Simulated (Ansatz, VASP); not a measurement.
## Si3Bi4O12 (Si3Bi4O12 (I-43d)) in two plane-wave programs

Aim: how closely do two programs agree when they are given the same cell, functional and k mesh? Of the first pair: The structure shown is the start of the Ansatz relaxation below; VASP solves that cell, so the two are compared at the walk's first step.

Main program and level: Ansatz 0.2.0; plane waves, with VASP 6.6.1 beside it; single point at PBEsol.

### 1. The starting structure

It takes space group I-43d (No. 220, cubic). The conventional cell has a = 10.268 Å, b = 10.268 Å, c = 10.268 Å, α = 90.00°, β = 90.00°, γ = 90.00°. Nearest to Si lie 4 O at 1.63 Å. Nearest to Bi lie 6 O at 2.19 to 2.57 Å. Nearest to O lie 1 Si at 1.63 Å and 2 Bi at 2.19 to 2.57 Å. Farther neighbours and most contacts between anions are not listed.

### 2. Ansatz: relaxation, PBEsol

Ansatz runs on its default PAW (the set named soft_2) files.

The two programs are compared at the cell with which this relaxation starts, whose forces are those of its first step.

The input, input.yaml:

```yaml
crystal:
  lattice:
    - [-5.1339432, 5.1339432, 5.1339432]
    - [5.1339432, -5.1339432, 5.1339432]
    - [5.1339432, 5.1339432, -5.1339432]
  atoms:
    - { symbol: Si, position: [0.625, 0.375, 0.25] }
    - { symbol: Si, position: [0.375, 0.25, 0.625] }
    - { symbol: Si, position: [0.25, 0.625, 0.375] }
    - { symbol: Si, position: [0.875, 0.125, 0.75] }
    - { symbol: Si, position: [0.75, 0.875, 0.125] }
    - { symbol: Si, position: [0.125, 0.75, 0.875] }
    - { symbol: Bi, position: [0.5, 0.0, 0.3366753] }
    - { symbol: Bi, position: [0.3366753, 0.5, 0.0] }
    - { symbol: Bi, position: [0.8366753, 0.5, 1.0] }
    - { symbol: Bi, position: [0.6633247, 0.6633247, 0.6633247] }
    - { symbol: Bi, position: [1.0, 0.8366753, 0.5] }
    - { symbol: Bi, position: [0.0, 0.3366753, 0.5] }
    - { symbol: Bi, position: [0.5, 1.0, 0.8366753] }
    - { symbol: Bi, position: [0.1633247, 0.1633247, 0.1633247] }
    - { symbol: O, position: [0.34826775, 0.19125049, 0.41937367] }
    - { symbol: O, position: [0.91937367, 0.69125049, 0.84826775] }
    - { symbol: O, position: [0.08062633, 0.27187682, 0.92889408] }
    - { symbol: O, position: [0.84826775, 0.91937367, 0.69125049] }
    - { symbol: O, position: [0.92889408, 0.08062633, 0.27187682] }
    - { symbol: O, position: [0.69125049, 0.84826775, 0.91937367] }
    - { symbol: O, position: [0.58062633, 0.42889408, 0.77187682] }
    - { symbol: O, position: [0.80874951, 0.72812318, 0.15701726] }
    - { symbol: O, position: [0.15173225, 0.57110592, 0.84298274] }
    - { symbol: O, position: [0.34298274, 0.07110592, 0.65173225] }
    - { symbol: O, position: [0.27187682, 0.92889408, 0.08062633] }
    - { symbol: O, position: [0.30874951, 0.65701726, 0.22812318] }
    - { symbol: O, position: [0.77187682, 0.58062633, 0.42889408] }
    - { symbol: O, position: [0.15701726, 0.80874951, 0.72812318] }
    - { symbol: O, position: [0.42889408, 0.77187682, 0.58062633] }
    - { symbol: O, position: [0.65173225, 0.34298274, 0.07110592] }
    - { symbol: O, position: [0.07110592, 0.65173225, 0.34298274] }
    - { symbol: O, position: [0.57110592, 0.84298274, 0.15173225] }
    - { symbol: O, position: [0.19125049, 0.41937367, 0.34826775] }
    - { symbol: O, position: [0.72812318, 0.15701726, 0.80874951] }
    - { symbol: O, position: [0.22812318, 0.30874951, 0.65701726] }
    - { symbol: O, position: [0.65701726, 0.22812318, 0.30874951] }
    - { symbol: O, position: [0.41937367, 0.34826775, 0.19125049] }
    - { symbol: O, position: [0.84298274, 0.15173225, 0.57110592] }
basis:
  ecutwfc: 420
  xc_grid: 2
hamiltonian:
  xc: pbesol
kpoints:
  mp_grid: { grid: [4, 4, 4] }
scf:
  occupations: { method: fermi_dirac, width: 0.01 }
  max_iter: 150
output:
  forces: true
  stress: true
relax:
  f_tol: 0.01
  max_steps: 60
  cell: {}
checkpoint:
  write: "../pbesol.run"
  compress: false
  write_wavefunctions: false
  write_every: 100000
```

Run with:

```console
$ ansatz run input.yaml --threads 4 --pin off --max-ram 6594MiB --backend cpu --events-out ev --progress --plain --runs-dir out
```

Numbers of over 12 decimals in the logs are rounded to 6 here.

What it wrote:

```text
Engine: ansatz 0.2.0, x86_64-unknown-linux-gnu
Pseudopotentials: kind: paw
Pseudopotential: Si, paw, valence charge 4, recommended cutoff 420 eV (normal), Si.paw.azcp
Pseudopotential: Bi, paw, valence charge 15, recommended cutoff 420 eV (normal), Bi.paw.azcp
Pseudopotential: O, paw, valence charge 6, recommended cutoff 420 eV (normal), O.paw.azcp
Functional definition: PBEsol
  exchange = pbesol_x
  correlation = pbesol_c
Crystal: 38 atoms, lattice volume = 541.269 Å³
Basis set: ecut = 420 eV, 10641 PW (Γ), exchange–correlation on 120×120×120 points (8 copies of the dense FFT grid, shifted against one another)
Bands: 182, of which v1, the nominal top of the filled ones, is band 144 counted from 1 (143 counted from 0)
Symmetry: 24 space group operations
Space group: I-43d (ITA 220), of the structure as read, at distance tolerance 8.1e-5 Å
k-points: 8 of 64 (time reversal used)
Non-local potential: Si, projectors of the file, l = 0: 2, l = 1: 2, l = 2: 2
Non-local potential: Bi, projectors of the file, l = 0: 2, l = 1: 2, l = 2: 2, l = 3: 2
Non-local potential: O, projectors of the file, l = 0: 2, l = 1: 2, l = 2: 1
PAW form: soft (Blöchl's): semilocal exchange-correlation on the pseudo side does not see the compensation charge
PAW frozen core: Si, regenerated for the run's functional, and the local potential with it (the file was generated under x = pbe(κ = 0.804, μ = 0.219515), c = pbe(β = 0.066725))
PAW frozen core: Bi, regenerated for the run's functional, and the local potential with it (the file was generated under x = pbe(κ = 0.804, μ = 0.219515), c = pbe(β = 0.066725))
PAW frozen core: O, regenerated for the run's functional, and the local potential with it (the file was generated under x = pbe(κ = 0.804, μ = 0.219515), c = pbe(β = 0.066725))
PAW one-centre angular grid: Si, 110 points (default); XC on 64 Gauss nodes
PAW one-centre angular grid: Bi, 590 points (default); XC on 64 Gauss nodes
PAW one-centre angular grid: O, 110 points (default); XC on 64 Gauss nodes
Initial density: superposition of atomic densities (neutral atoms: chi_scale 0, normalization atom), corrected by the library's trained network
Initial wavefunctions: pseudopotential atomic-orbital guess
Functional: x = pbesol(κ = 0.804, μ = 0.123457), c = pbesol(β = 0.046)
SCF iter   1: F=—  HF=-115142.766846 eV  |F-HF|=—  |Δ(HF+E_count)|=         —  Δρ=1.43e-2  dr2=9.79e-1  ethr=1.77e-3  ⟨swp⟩=6.0  Hψ=5947  notcnv=0  defer=58
preconditioner: auto → Resta (q_TF=auto, 2.456 Å⁻¹)  ε∞=3.4  [insulator: Δε(μ)=3.867 eV  Ē_g=17.606 eV  σ=0.010 eV  W_gap=1.00  n_scr=140 (ndim 8)  ℏωp=27.1 eV  f_vac=0.070  D(μ)=0.00/eV (n_scr^D=0)  ε∞_Penn≈3.4]
SCF iter   2: F=—  HF=-115142.516327 eV  |F-HF|=—  |Δ(HF+E_count)|=   2.51e-1  Δρ=3.01e-3  dr2=2.36e-2  ethr=3.40e-4  ⟨swp⟩=2.0  Hψ=2297  notcnv=0  defer=263
SCF iter   3: F=—  HF=-115142.512490 eV  |F-HF|=—  |Δ(HF+E_count)|=   3.84e-3  Δρ=9.92e-4  dr2=4.09e-3  ethr=8.19e-6  ⟨swp⟩=2.0  Hψ=2036  notcnv=0  defer=263
SCF iter   4: F=—  HF=-115142.513230 eV  |F-HF|=—  |Δ(HF+E_count)|=   7.40e-4  Δρ=1.78e-4  dr2=1.78e-4  ethr=1.42e-6  ⟨swp⟩=2.0  Hψ=1810  notcnv=0  defer=263
SCF iter   5: F=—  HF=-115142.513291 eV  |F-HF|=—  |Δ(HF+E_count)|=   6.13e-5  Δρ=2.82e-5  dr2=4.58e-6  ethr=6.17e-8  ⟨swp⟩=2.0  Hψ=1831  notcnv=0  defer=263
SCF iter   6: F=—  HF=-115142.512056 eV  |F-HF|=—  |Δ(HF+E_count)|=   1.24e-3  Δρ=7.83e-6  dr2=3.04e-7  ethr=1.59e-9  ⟨swp⟩=2.0  Hψ=2345  notcnv=0  defer=263
SCF iter   7: F=-115142.512056 eV  HF=-115142.512056 eV  |F-HF|=1.18e-9  |Δ(HF+E_count)|=   2.26e-7  Δρ=1.59e-6  dr2=1.90e-8  ethr=3.47e-11  ⟨swp⟩=4.9  Hψ=4841  notcnv=0
SCF 1 converged in 7 iterations: F = -115142.512056 eV  dr2 = 1.90e-8
  greatest PAW one-centre occupation: 0.992 electrons in one spin orbital (limit 2), on the Bi atom at site 11 (counted from 0), in its partial waves of l = 2
relax step   1: F+E_penalty+E_count = -115142.51205584 eV  Δ(F+E_penalty+E_count) = +0.000e0 eV  max|allowed force component| = 2.183e-1 eV/Å  Δτ_max = 0.0000 Å  P = +0.655 GPa  Ω = 541.269 Å³  (7 SCF iters, dr2 threshold 1.00e-7 eV, accepted)
[...]
relax step   5: F+E_penalty+E_count = -115142.53127681 eV  Δ(F+E_penalty+E_count) = -1.011e-3 eV  max|allowed force component| = 9.399e-3 eV/Å  Δτ_max = 0.0035 Å  P = -0.005 GPa  Ω = 543.144 Å³  energy of the carried Pulay correction = -6.720e-3 eV  (6 SCF iters, dr2 threshold 1.91e-8 eV, accepted)
[...]
relax step   6: F+E_penalty+E_count = -115142.53685761 eV  Δ(F+E_penalty+E_count) = -5.581e-3 eV  max|allowed force component| = 9.394e-3 eV/Å  Δτ_max = 0.0000 Å  P = +0.016 GPa  Ω = 543.144 Å³  stress off target by 1.61e-2 GPa  SCF on the basis re-selected at this cell (its energy is not comparable with the rows above)  (4 SCF iters)
basis re-selected at this cell: Δ(F+E_penalty+E_count) = -5.581e-3 eV, ΔP = +0.021 GPa vs the last step (what re-selecting the basis moved, of the pressure what is left beyond the Pulay correction that the steps carried, after the strain that the cell walked since its last selection, with what the two solves' SCF thresholds leave and, on support functions, any second-order correction that the steps lacked; it is no m [...]
SCF converged after 4 iterations
Free energy (F): -115142.536858 eV
Harris-Foulkes:  -115142.536858 eV  (|F-HF|=7.71e-10)
Internal energy: -115142.536858 eV  (E = F + TS)
E sigma→0 (E₀):  -115142.536858 eV
Fermi energy:    9.034820 eV
--- Per-component energies (eV) ---
  E_band       = -1101.431607
  E_kinetic    = 6909.360634
  E_local      = -21809.439077  (includes V_loc(G=0)·N_el)
  E_nonlocal   = 5844.026980
  E_hartree    = 7421.203201
  E_xc         = -3294.619649
  E_vxc        = -3696.992835  (∫ρ·V_xc dr)
  E_paw        = -90739.550976  (= ΣΔE_a)
  E_vpaw       = -3190.847815  (= ΣTr[D̂ρ^β])
  E_aug_tail   = 0.055762  (compensation charges beyond the density's cutoff)
  E_ewald      = -19475.328023
  E_core_change = 1.754292  (= ΣΔE_core)
  E_smearing   = -0.000000  (= −TS)
  E_closure    = -0.000000  (closes the sum)
  Σ components = -115142.536858   (vs F -115142.536858, Δ=0.00e0)
--- Forces (eV/Å), atoms counted from 1 ---
  atom   1  Si     0.00000000    -0.00000000    -0.00000000
  atom   2  Si    -0.00000000     0.00000000    -0.00000000
  atom   3  Si     0.00000000    -0.00000000     0.00000000
  atom   4  Si     0.00000000     0.00000000    -0.00000000
  atom   5  Si    -0.00000000    -0.00000000     0.00000000
  atom   6  Si    -0.00000000    -0.00000000    -0.00000000
  atom   7  Bi    -0.00145125    -0.00145125     0.00145125
  atom   8  Bi     0.00145125    -0.00145125    -0.00145125
  atom   9  Bi     0.00145125    -0.00145125    -0.00145125
  atom  10  Bi     0.00145125     0.00145125     0.00145125
  atom  11  Bi    -0.00145125     0.00145125    -0.00145125
  atom  12  Bi    -0.00145125     0.00145125    -0.00145125
  atom  13  Bi    -0.00145125    -0.00145125     0.00145125
  atom  14  Bi     0.00145125     0.00145125     0.00145125
  atom  15  O     -0.00104965    -0.00939378     0.00232820
  atom  16  O      0.00232820    -0.00939378    -0.00104965
  atom  17  O      0.00232820     0.00104965     0.00939378
  atom  18  O     -0.00104965     0.00232820    -0.00939378
  atom  19  O      0.00939378     0.00232820     0.00104965
  atom  20  O     -0.00939378    -0.00104965     0.00232820
  atom  21  O      0.00232820     0.00939378     0.00104965
  atom  22  O     -0.00939378     0.00104965    -0.00232820
  atom  23  O     -0.00104965     0.00939378    -0.00232820
  atom  24  O     -0.00232820     0.00939378    -0.00104965
[...]
atom  31  O      0.00939378    -0.00104965    -0.00232820
  atom  32  O      0.00939378    -0.00232820    -0.00104965
  atom  33  O     -0.00939378     0.00232820    -0.00104965
  atom  34  O      0.00104965    -0.00232820    -0.00939378
  atom  35  O      0.00104965    -0.00939378    -0.00232820
  atom  36  O     -0.00232820     0.00104965    -0.00939378
  atom  37  O      0.00232820    -0.00104965    -0.00939378
  atom  38  O     -0.00232820    -0.00104965     0.00939378
  max |Σ_I F_I| component: 9.97e-18 eV/Å
--- Stress (GPa, compression-positive) ---
        0.016063       0.000000      -0.000000
        0.000000       0.016063       0.000000
       -0.000000       0.000000       0.016063
  P = ⅓ Tr σ = 0.0161 GPa (0.161 kbar)
--- Relaxed structure (5 steps of the walk, 5 accepted, 1 SCFs on fresh bases) ---
  F+E_penalty+E_count = -115142.53685761 eV   max|allowed force component| = 9.394e-3 eV/Å   (the final SCF, on the basis selected at the relaxed cell)
  cell:  # Å, volume = 543.1440 Å³
    - [-5.139864, 5.139864, 5.139864]
    - [5.139864, -5.139864, 5.139864]
    - [5.139864, 5.139864, -5.139864]
  atoms:
    - { symbol: Si, position: [0.625000, 0.375000, 0.250000] }
    - { symbol: Si, position: [0.375000, 0.250000, 0.625000] }
    - { symbol: Si, position: [0.250000, 0.625000, 0.375000] }
    - { symbol: Si, position: [0.875000, 0.125000, 0.750000] }
    - { symbol: Si, position: [0.750000, 0.875000, 0.125] }
    - { symbol: Si, position: [0.125000, 0.75, 0.875000] }
    - { symbol: Bi, position: [0.500000, 0.0, 0.335348] }
    - { symbol: Bi, position: [0.335348, 0.500000, 0.0] }
    - { symbol: Bi, position: [0.835348, 0.5, 1.0] }
    - { symbol: Bi, position: [0.664652, 0.664652, 0.664652] }
    - { symbol: Bi, position: [1.0, 0.835348, 0.5] }
    - { symbol: Bi, position: [0.0, 0.335348, 0.500000] }
    - { symbol: Bi, position: [0.5, 1.0, 0.835348] }
    - { symbol: Bi, position: [0.164652, 0.164652, 0.164652] }
    - { symbol: O, position: [0.349516, 0.191367, 0.419238] }
    - { symbol: O, position: [0.919238, 0.691367, 0.849516] }
    - { symbol: O, position: [0.080762, 0.272129, 0.930279] }
    - { symbol: O, position: [0.849516, 0.919238, 0.691367] }
    - { symbol: O, position: [0.930279, 0.080762, 0.272129] }
    - { symbol: O, position: [0.691367, 0.849516, 0.919238] }
    - { symbol: O, position: [0.580762, 0.430279, 0.772129] }
    - { symbol: O, position: [0.808633, 0.727871, 0.158149] }
    - { symbol: O, position: [0.150484, 0.569721, 0.841851] }
    - { symbol: O, position: [0.341851, 0.069721, 0.650484] }
    - { symbol: O, position: [0.272129, 0.930279, 0.080762] }
    - { symbol: O, position: [0.308633, 0.658149, 0.227871] }
    - { symbol: O, position: [0.772129, 0.580762, 0.430279] }
    - { symbol: O, position: [0.158149, 0.808633, 0.727871] }
    - { symbol: O, position: [0.430279, 0.772129, 0.580762] }
    - { symbol: O, position: [0.650484, 0.341851, 0.069721] }
    - { symbol: O, position: [0.069721, 0.650484, 0.341851] }
    - { symbol: O, position: [0.569721, 0.841851, 0.150484] }
    - { symbol: O, position: [0.191367, 0.419238, 0.349516] }
    - { symbol: O, position: [0.727871, 0.158149, 0.808633] }
    - { symbol: O, position: [0.227871, 0.308633, 0.658149] }
    - { symbol: O, position: [0.658149, 0.227871, 0.308633] }
    - { symbol: O, position: [0.419238, 0.349516, 0.191367] }
    - { symbol: O, position: [0.841851, 0.150484, 0.569721] }
```

### 3. VASP: single point, PBEsol, start cell, pair 1

The same cell, functional, mesh and smearing now go to VASP, with its own data sets.

Lines of VASP's logs that name or quote its potential files are left out, and so is its time.

The input, INCAR:

```
SYSTEM = Si3Bi4O12
PREC = Accurate
ENCUT = 520
EDIFF = 1E-06
NELM = 120
ISMEAR = -1
SIGMA = 0.01
LREAL = Auto
ALGO = Normal
GGA = PS
NBANDS = 172
LORBIT = 11
LWAVE = .FALSE.
LCHARG = .FALSE.
ISIF = 2
LASPH = .TRUE.
GGA_COMPAT = .FALSE.
EFERMI = MIDGAP
KPAR = 4
```

The input, POSCAR:

```
Si3Bi4O12
1.0
   -5.1339430000      5.1339430000      5.1339430000
    5.1339430000     -5.1339430000      5.1339430000
    5.1339430000      5.1339430000     -5.1339430000
Si Bi O
6 8 24
Direct
    0.6250000001      0.3750000001      0.2500000001
    0.3750000001      0.2500000001      0.6250000001
    0.2500000001      0.6250000001      0.3750000001
    0.8750000001      0.1250000001      0.7500000001
    0.7500000001      0.8750000001      0.1250000001
    0.1250000001      0.7500000001      0.8750000001
    0.5000000001      0.0000000001      0.3366752904
    0.3366752904      0.5000000001      0.0000000001
    0.8366752904      0.5000000001      0.0000000001
    0.6633247098      0.6633247098      0.6633247098
    0.0000000001      0.8366752904      0.5000000001
    0.0000000001      0.3366752904      0.5000000001
    0.5000000001      0.0000000001      0.8366752904
    0.1633247098      0.1633247098      0.1633247098
    0.3482677326      0.1912504922      0.4193736545
    0.9193736545      0.6912504922      0.8482677326
    0.0806263457      0.2718768377      0.9288940782
    0.8482677326      0.9193736545      0.6912504922
    0.9288940782      0.0806263457      0.2718768377
    0.6912504922      0.8482677326      0.9193736545
    0.5806263457      0.4288940782      0.7718768377
    0.8087495080      0.7281231625      0.1570172406
    0.1517322676      0.5711059220      0.8429827596
    0.3429827596      0.0711059220      0.6517322676
    0.2718768377      0.9288940782      0.0806263457
    0.3087495080      0.6570172406      0.2281231625
    0.7718768377      0.5806263457      0.4288940782
    0.1570172406      0.8087495080      0.7281231625
    0.4288940782      0.7718768377      0.5806263457
    0.6517322676      0.3429827596      0.0711059220
    0.0711059220      0.6517322676      0.3429827596
    0.5711059220      0.8429827596      0.1517322676
    0.1912504922      0.4193736545      0.3482677326
    0.7281231625      0.1570172406      0.8087495080
    0.2281231625      0.3087495080      0.6570172406
    0.6570172406      0.2281231625      0.3087495080
    0.4193736545      0.3482677326      0.1912504922
    0.8429827596      0.1517322676      0.5711059220
```

The input, KPOINTS:

```
Automatic mesh
0
Gamma
4 4 4
0 0 0
```

Potentials, in the order of the species: Si, Bi_d and O (PBE family, release 64).

Run with:

```console
$ mpirun -np 4 vasp_std
```

What it wrote:

```text
[banner, memory and clock lines left out]
running    4 mpi-ranks, on    1 nodes
[...]
|                                                                             |
|               ----> ADVICE to this user running VASP <----                  |
|                                                                             |
|     You enforced a specific xc type in the INCAR file but a different       |
|     [... a line on the potential file left out ...]
|     I HOPE YOU KNOW WHAT YOU ARE DOING!                                     |
|                                                                             |

 LDA part: xc-table for (Slater+PW92), standard interpolation
 POSCAR, INCAR and KPOINTS ok, starting setup
[...]
entering main loop
       N       E                     dE             d eps       ncg     rms          rms(c)
DAV:   1     0.403817028610E+04    0.40382E+04   -0.13581E+05  2752   0.191E+03
DAV:   2     0.489389776206E+03   -0.35488E+04   -0.34038E+04  2952   0.541E+02
DAV:   3    -0.245358590852E+03   -0.73475E+03   -0.70080E+03  3040   0.251E+02
DAV:   4    -0.312474581194E+03   -0.67116E+02   -0.65869E+02  3336   0.740E+01
[...]
DAV:  14    -0.272338086535E+03   -0.22170E-04   -0.87013E-05  3376   0.312E-02    0.143E-02
DAV:  15    -0.272338082973E+03    0.35616E-05   -0.20370E-05  3672   0.214E-02    0.571E-03
DAV:  16    -0.272338082920E+03    0.53027E-07   -0.51186E-06  2512   0.597E-03
   1 F= -.27233808E+03 E0= -.27233808E+03  d E =0.000000E+00
```

From OUTCAR (step 3):

```text
  Total        3.5822264      3.5822264      3.5822264     -0.0000000     -0.0000000      0.0000000
  in kB       10.6035305     10.6035305     10.6035305     -0.0000000     -0.0000000      0.0000000
  external PRESSURE =      10.6035305 kB  Pullay stress =       0.0000000 kB

 POSITION                                       TOTAL-FORCE (eV/Angst)
 -----------------------------------------------------------------------------------
      0.00000      2.56697      3.85046         0.000000      0.000000      0.000000
      2.56697      3.85046      0.00000         0.000000      0.000000      0.000000
      3.85046      0.00000      2.56697         0.000000      0.000000      0.000000
      0.00000      7.70091      1.28349         0.000000      0.000000      0.000000
      1.28349      0.00000      7.70091         0.000000      0.000000      0.000000
      7.70091      1.28349      0.00000         0.000000      0.000000      0.000000
     -0.83850      4.29544      0.83850        -0.023002     -0.023002      0.023002
      0.83850     -0.83850      4.29544         0.023002     -0.023002     -0.023002
     -1.72847      1.72847      6.86241         0.023002     -0.023002     -0.023002
      3.40547      3.40547      3.40547         0.023002      0.023002      0.023002
      6.86241     -1.72847      1.72847        -0.023002      0.023002     -0.023002
      4.29544      0.83850     -0.83850        -0.023002      0.023002     -0.023002
      1.72847      6.86241     -1.72847        -0.023002     -0.023002      0.023002
      0.83850      0.83850      0.83850         0.023002      0.023002      0.023002
[...]
-----------------------------------------------------------------------------------
    total drift:                                0.000005      0.000005      0.000005

  FREE ENERGIE OF THE ION-ELECTRON SYSTEM (eV)
  ---------------------------------------------------
  free  energy   TOTEN  =      -272.3380829204 eV

  energy  without entropy=     -272.3380829204  energy(sigma->0) =     -272.33808292

[... 3 further parts left out ...]
[key lines of the parts left out:]
E-fermi :   6.1855
```

The run ends at a pressure of 1.06 GPa, with forces up to 0.34 eV/Å.

(Continued in part 2 of 2.)

[Lines on the potential files, build, host, timing and source positions are cut from VASP's logs without a mark.]

[Logs are printed without paths, hosts, clocks, repeated set-up lines and the standing remarks that a program may print on its own settings, such as how far it seeks lower states.]

[Hosts, paths, dates, database ids (printed as entryN), source tags and the programs' standing remarks are cut or masked in the printed files.]
